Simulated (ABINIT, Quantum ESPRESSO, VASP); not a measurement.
## H₄BrN (P-43m, 6 atoms in the cell) computed with different codes at matched settings

Self-consistent single point.

```yaml
crystal:
  lattice:
    - [4.00010, 0.00000, 0.00000]
    - [0.00000, 4.00010, 0.00000]
    - [0.00000, 0.00000, 4.00010]
  atoms:
    - { symbol: H, position: [0.14921, 0.14921, 0.85079] }
    - { symbol: H, position: [0.14921, 0.85079, 0.14921] }
    - { symbol: H, position: [0.85079, 0.85079, 0.85079] }
    - { symbol: H, position: [0.85079, 0.14921, 0.14921] }
    - { symbol: Br, position: [0.50000, 0.50000, 0.50000] }
    - { symbol: N, position: [0.00000, 0.00000, 0.00000] }
```

All programs got the same cell, k-point mesh and kind of occupations (in ABINIT's words: ngkpt = 4 4 4; nshiftk = 1; shiftk = 0 0 0); potentials, basis and cutoffs are each program's usual ones.

```
code                                                                                       model  pressure (GPa)  largest force (eV/Å)  gap on the mesh (eV)  cutoff
----------------  ------------------------------------------------------------------------------  --------------  --------------------  --------------------  ------
ABINIT            PBEsol, norm-conserving pseudopotentials (PseudoDojo nc-sr-04 PBEsol standard)            0.91                 0.412                 4.088   84 Ry
Quantum ESPRESSO                            PBEsol, GBRV 1.5 ultrasoft (PBESOL) pseudopotentials            1.98                 0.731                 4.080   40 Ry
VASP                                                  PBEsol, VASP's PBE PAW potentials (set 64)           -0.57                 0.576                 4.081  400 eV
```

Gaps are read on the mesh.

The spread over the programs that give each value: pressure within 2.55 GPa; largest force within 0.319 eV/Å; gap on the mesh within 0.008 eV.

The starting cell comes from a database of computed structures (which also holds hypothetical and non-ambient phases and stackings), without a prior relaxation at this level.

**Question.** Why do the programs differ, and what cannot be compared?

**Answer.** Differences of this kind can come from the potentials, where these differ, and from what each basis and cutoff leave unconverged. The zero of total energies and Fermi levels follows the potentials and each program's conventions, so they are not compared here.

VASP's run is marked for a possible Pulay error in its stress at this cutoff; no cutoff test was made.

VASP ran the fixed occupations as a Gaussian smearing of 0.01 eV.

Left out of this page: Ansatz, GPAW, CP2K, FLEUR and SIESTA (not drawn, or without a comparable value).
